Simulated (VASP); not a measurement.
OSZICAR of a VASP run on ZrGe (relaxed from the rocksalt structure, space group Fm-3m):

File OSZICAR:
```
...
DAV:  14    -0.376281515327E+02    0.39610E-03   -0.14368E-03  2564   0.223E-01    0.428E-02
DAV:  15    -0.376280768050E+02    0.74728E-04   -0.17052E-04  1858   0.104E-01    0.526E-02
DAV:  16    -0.376274592789E+02    0.61753E-03   -0.64047E-04  1625   0.160E-01    0.303E-02
DAV:  17    -0.376285190105E+02   -0.10597E-02   -0.74128E-04  1626   0.156E-01    0.172E-02
DAV:  18    -0.376285019481E+02    0.17062E-04   -0.33686E-05  2519   0.356E-02    0.885E-03
DAV:  19    -0.376285568361E+02   -0.54888E-04   -0.17001E-05  1353   0.232E-02    0.510E-03
DAV:  20    -0.376285832011E+02   -0.26365E-04   -0.23842E-05  1772   0.298E-02    0.211E-03
DAV:  21    -0.376285926232E+02   -0.94221E-05   -0.26658E-06  1564   0.104E-02    0.114E-03
DAV:  22    -0.376285941360E+02   -0.15128E-05   -0.82319E-07   987   0.604E-03    0.630E-04
DAV:  23    -0.376285936031E+02    0.53282E-06   -0.15179E-07   844   0.294E-03
   1 F= -.37628594E+02 E0= -.37628840E+02  d E =-.376286E+02
       N       E                     dE             d eps       ncg     rms          rms(c)
DAV:   1    -0.900799615152E+02   -0.52451E+02   -0.90954E+02  2006   0.319E+02    0.710E+01
DAV:   2    -0.455315282502E+02    0.44548E+02   -0.16148E+02  1644   0.463E+02    0.207E+01
DAV:   3    -0.384948276457E+02    0.70367E+01   -0.29916E+01  2355   0.775E+01    0.180E+01
DAV:   4    -0.381934780290E+02    0.30135E+00   -0.17831E+00  2241   0.139E+01    0.131E+01
DAV:   5    -0.376157006735E+02    0.57778E+00   -0.96239E-01  2365   0.111E+01    0.408E+00
DAV:   6    -0.377096970425E+02   -0.93996E-01   -0.51337E-01  2728   0.778E+00    0.110E+00
DAV:   7    -0.373309222427E+02    0.37877E+00   -0.52011E-01  2049   0.954E+00    0.635E-01
DAV:   8    -0.377245044730E+02   -0.39358E+00   -0.25530E-01  1647   0.529E+00    0.183E-01
DAV:   9    -0.377245716890E+02   -0.67216E-04   -0.50094E-03  2445   0.827E-01    0.937E-02
DAV:  10    -0.377245081745E+02    0.63515E-04   -0.31423E-04  1948   0.170E-01    0.356E-02
DAV:  11    -0.377251676771E+02   -0.65950E-03   -0.43012E-04  1671   0.202E-01    0.198E-02
DAV:  12    -0.377252631192E+02   -0.95442E-04   -0.43538E-05  2675   0.535E-02    0.199E-02
DAV:  13    -0.377252738756E+02   -0.10756E-04   -0.39819E-06  1972   0.326E-02    0.159E-02
DAV:  14    -0.377252786878E+02   -0.48122E-05   -0.22958E-05  2101   0.594E-02    0.126E-02
DAV:  15    -0.377252870273E+02   -0.83395E-05   -0.21227E-06  1328   0.190E-02    0.449E-03
DAV:  16    -0.377252817795E+02    0.52477E-05   -0.12161E-06  1011   0.113E-02    0.177E-03
DAV:  17    -0.377252840099E+02   -0.22303E-05   -0.57898E-07   827   0.109E-02    0.188E-03
DAV:  18    -0.377252809517E+02    0.30582E-05   -0.29279E-07   811   0.666E-03    0.132E-03
DAV:  19    -0.377252814835E+02   -0.53181E-06   -0.57839E-08   811   0.349E-03
   2 F= -.37725281E+02 E0= -.37725290E+02  d E =-.966879E-01
       N       E                     dE             d eps       ncg     rms          rms(c)
DAV:   1    -0.468115853758E+02   -0.90863E+01   -0.23313E+02  2008   0.303E+02    0.207E+01
DAV:   2    -0.403569326707E+02    0.64547E+01   -0.19896E+01  2340   0.535E+01    0.104E+01
DAV:   3    -0.383180407231E+02    0.20389E+01   -0.68563E+00  2410   0.633E+01    0.316E+00
DAV:   4    -0.383687153418E+02   -0.50675E-01   -0.44331E-01  1644   0.755E+00    0.203E+00
DAV:   5    -0.381317570404E+02    0.23696E+00   -0.76766E-01  2870   0.739E+00    0.126E+00
DAV:   6    -0.383084494400E+02   -0.17669E+00   -0.49558E-01  1718   0.567E+00    0.816E-01
DAV:   7    -0.383447862211E+02   -0.36337E-01   -0.59427E-02  1608   0.240E+00    0.198E-01
DAV:   8    -0.383514158399E+02   -0.66296E-02   -0.86048E-03  2256   0.725E-01    0.157E-01
DAV:   9    -0.383500271579E+02    0.13887E-02   -0.10749E-03  1721   0.306E-01    0.127E-01
DAV:  10    -0.383517909000E+02   -0.17637E-02   -0.73314E-04  2153   0.271E-01    0.283E-02
DAV:  11    -0.383522706330E+02   -0.47973E-03   -0.47977E-04  2027   0.147E-01    0.162E-02
DAV:  12    -0.383523854302E+02   -0.11480E-03   -0.13366E-04  2436   0.791E-02    0.177E-02
DAV:  13    -0.383524037841E+02   -0.18354E-04   -0.76097E-06  1925   0.177E-02    0.233E-02
DAV:  14    -0.383523398204E+02    0.63964E-04   -0.41739E-05  2206   0.573E-02    0.449E-03
DAV:  15    -0.383523146330E+02    0.25187E-04   -0.30271E-06  1599   0.130E-02    0.187E-03
DAV:  16    -0.383523292340E+02   -0.14601E-04   -0.17153E-06  1205   0.977E-03    0.135E-03
DAV:  17    -0.383523148698E+02    0.14364E-04   -0.26218E-07   807   0.576E-03    0.697E-04
DAV:  18    -0.383523179564E+02   -0.30866E-05   -0.12295E-07   805   0.320E-03    0.172E-04
DAV:  19    -0.383523158254E+02    0.21310E-05   -0.54678E-08   805   0.200E-03    0.125E-04
DAV:  20    -0.383523161680E+02   -0.34266E-06   -0.32686E-08   805   0.125E-03
   3 F= -.38352316E+02 E0= -.38352424E+02  d E =-.723723E+00
       N       E                     dE             d eps       ncg     rms          rms(c)
DAV:   1    -0.383601767083E+02   -0.78609E-02   -0.16576E-01  2016   0.615E+00    0.650E-01
DAV:   2    -0.383544974282E+02    0.56793E-02   -0.13941E-02  2011   0.167E+00    0.271E-01
DAV:   3    -0.383531187356E+02    0.13787E-02   -0.55962E-03  2525   0.837E-01    0.136E-01
DAV:   4    -0.383530394069E+02    0.79329E-04   -0.28880E-04  1717   0.145E-01    0.824E-02
DAV:   5    -0.383530248016E+02    0.14605E-04   -0.30496E-04  2885   0.139E-01    0.231E-02
DAV:   6    -0.383528344289E+02    0.19037E-03   -0.39837E-04  1936   0.150E-01    0.198E-02
DAV:   7    -0.383530273762E+02   -0.19295E-03   -0.18155E-04  1992   0.110E-01    0.280E-03
DAV:   8    -0.383530119601E+02    0.15416E-04   -0.74334E-06  1768   0.236E-02    0.227E-03
DAV:   9    -0.383530196094E+02   -0.76493E-05   -0.12113E-06  1180   0.103E-02    0.107E-03
DAV:  10    -0.383530156651E+02    0.39443E-05   -0.10297E-07   806   0.291E-03    0.483E-04
DAV:  11    -0.383530166989E+02   -0.10338E-05   -0.26881E-08   802   0.171E-03    0.477E-04
DAV:  12    -0.383530132292E+02    0.34697E-05   -0.21299E-08   802   0.173E-03    0.644E-05
DAV:  13    -0.383530138564E+02   -0.62719E-06   -0.65941E-09   802   0.688E-04
   4 F= -.38353014E+02 E0= -.38353107E+02  d E =-.724420E+00
       N       E                     dE             d eps       ncg     rms          rms(c)
DAV:   1    -0.383585155067E+02   -0.55023E-02   -0.13096E-01  2017   0.548E+00    0.580E-01
DAV:   2    -0.383540312861E+02    0.44842E-02   -0.11000E-02  2011   0.148E+00    0.241E-01
DAV:   3    -0.383529486854E+02    0.10826E-02   -0.44232E-03  2485   0.745E-01    0.122E-01
DAV:   4    -0.383528818231E+02    0.66862E-04   -0.22748E-04  1757   0.130E-01    0.736E-02
DAV:   5    -0.383528762949E+02    0.55282E-05   -0.24159E-04  2845   0.124E-01    0.205E-02
DAV:   6    -0.383527167830E+02    0.15951E-03   -0.31452E-04  1961   0.133E-01    0.178E-02
DAV:   7    -0.383528753488E+02   -0.15857E-03   -0.14387E-04  2064   0.978E-02    0.254E-03
DAV:   8    -0.383528612877E+02    0.14061E-04   -0.58366E-06  1768   0.209E-02    0.203E-03
DAV:   9    -0.383528680414E+02   -0.67537E-05   -0.93908E-07   920   0.919E-03    0.977E-04
DAV:  10    -0.383528645756E+02    0.34659E-05   -0.97135E-08   805   0.277E-03    0.456E-04
DAV:  11    -0.383528653248E+02   -0.74920E-06   -0.27130E-08   802   0.156E-03
   5 F= -.38352865E+02 E0= -.38352943E+02  d E =-.724272E+00
       N       E                     dE             d eps       ncg     rms          rms(c)
DAV:   1    -0.383643888938E+02   -0.11524E-01   -0.26912E-01  2017   0.796E+00    0.821E-01
DAV:   2    -0.383553766881E+02    0.90122E-02   -0.22576E-02  2010   0.210E+00    0.344E-01
DAV:   3    -0.383528791014E+02    0.24976E-02   -0.89679E-03  2509   0.107E+00    0.169E-01
DAV:   4    -0.383529346713E+02   -0.55570E-04   -0.47866E-04  1740   0.189E-01    0.101E-01
DAV:   5    -0.383526957590E+02    0.23891E-03   -0.51975E-04  2852   0.181E-01    0.289E-02
DAV:   6    -0.383527797828E+02   -0.84024E-04   -0.68649E-04  1959   0.194E-01    0.262E-02
DAV:   7    -0.383528144100E+02   -0.34627E-04   -0.28486E-04  2014   0.138E-01    0.399E-03
DAV:   8    -0.383528563391E+02   -0.41929E-04   -0.11603E-05  1884   0.288E-02    0.301E-03
DAV:   9    -0.383528458144E+02    0.10525E-04   -0.20128E-06  1258   0.130E-02    0.154E-03
DAV:  10    -0.383528524336E+02   -0.66192E-05   -0.19642E-07   811   0.382E-03    0.662E-04
DAV:  11    -0.383528501915E+02    0.22422E-05   -0.32183E-08   801   0.216E-03    0.696E-04
DAV:  12    -0.383528554220E+02   -0.52306E-05   -0.38143E-08   802   0.221E-03    0.576E-05
DAV:  13    -0.383528547289E+02    0.69310E-06   -0.10772E-08   800   0.928E-04
   6 F= -.38352855E+02 E0= -.38352954E+02  d E =0.105958E-04
       N       E                     dE             d eps       ncg     rms          rms(c)
DAV:   1    -0.383560829600E+02   -0.32275E-02   -0.70505E-02  2017   0.402E+00    0.424E-01
DAV:   2    -0.383536660771E+02    0.24169E-02   -0.59198E-03  2010   0.109E+00    0.177E-01
DAV:   3    -0.383531012538E+02    0.56482E-03   -0.23748E-03  2516   0.547E-01    0.887E-02
DAV:   4    -0.383530525148E+02    0.48739E-04   -0.12243E-04  1731   0.950E-02    0.536E-02
DAV:   5    -0.383530620865E+02   -0.95717E-05   -0.13076E-04  2915   0.911E-02    0.150E-02
DAV:   6    -0.383529515283E+02    0.11056E-03   -0.17136E-04  1950   0.981E-02    0.130E-02
DAV:   7    -0.383530558012E+02   -0.10427E-03   -0.76729E-05  2022   0.715E-02    0.186E-03
DAV:   8    -0.383530438388E+02    0.11962E-04   -0.30793E-06  1568   0.153E-02    0.148E-03
DAV:   9    -0.383530489042E+02   -0.50654E-05   -0.50526E-07   826   0.687E-03    0.749E-04
DAV:  10    -0.383530463713E+02    0.25329E-05   -0.52316E-08   799   0.210E-03    0.359E-04
DAV:  11    -0.383530467773E+02   -0.40602E-06   -0.15108E-08   799   0.111E-03
   7 F= -.38353047E+02 E0= -.38353135E+02  d E =-.181453E-03
```

Task: Which electronic solver shows in the log?

Result: It is blocked Davidson (ALGO = Normal, or the opening steps of other solvers). The INCAR had ALGO = Normal.

Task: Can the final energy be trusted as converged?

Result: The calculation finished and met its thresholds. It stopped with EDIFF = 1E-6, NELM = 100, NSW = 60 and EDIFFG = -0.01 after 7 ionic steps (r2SCAN meta-GGA, plane waves, VASP's PBE PAW potentials (set 64)). Energy and stress use the plane-wave basis of the starting cell.

The structure was generated: ZrGe was put into the rocksalt type (Fm-3m), which need not be its known phase. This run relaxes it. Symmetry was kept, so distortions that lower it aren't found.
